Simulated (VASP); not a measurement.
Energy against volume of CaO (rock salt). Calculation: LDA (Ceperley-Alder, Perdew-Zunger), VASP's LDA PAW potentials (set 64) (plane waves; VASP 6.6.1).

```
V (Å³/atom)  E (eV/atom)
-----------  -----------
12.352          -7.08839
12.746          -7.10512
13.140          -7.11060
13.535          -7.10652
13.929          -7.09434
```

Question: Fit a third-order Birch-Murnaghan equation of state.

Answer: 
The volume per atom is 13.16 Å³/atom. The bulk modulus is 1280 kbar and the pressure derivative of the bulk modulus is 4.46. The lattice constant a is 4.722 Å.

Measured: a 4.781 Å at 0 K (computed value off by -1.2 %), as given by Wei Chen et al., Physical Review Materials (2018), doi:10.1103/physrevmaterials.2.073803 [zero-point anharmonic expansion removed].

The compound is CaO in the rock salt structure. It was relaxed first, which changed the volume by -5 %.
